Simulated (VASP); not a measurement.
Energy against volume of InAs (zinc blende). These are vdW-DF2, VASP's PBE PAW potentials (set 64) (plane waves; VASP) values and carry that method's errors. Run with 520 eV cut-off, 10×10×10 Γ-centred mesh, first-order Methfessel-Paxton smearing of 0.10 eV, potentials In_d As.

| V (Å³/atom) | E (eV/atom) |
|---|---|
| 31.423 | -1.17295 |
| 32.395 | -1.17692 |
| 33.367 | -1.17407 |
| 34.339 | -1.16553 |

**Question.** Fit these four points and predict the energy of the run at 30.451 Å³/atom.

**Answer.** A cubic in V^(−2/3), the third-order Birch-Murnaghan form, passes through the four points with V0 = 32.45 Å³/atom and B0 = 37 GPa, and gives -1.1608 eV/atom there. The run gave -1.1609 eV/atom, -0.1 meV/atom from the fit; all five points give B0 = 37 GPa.

The compound is InAs in the zinc blende structure. It was relaxed first, which changed the volume by +17 %.
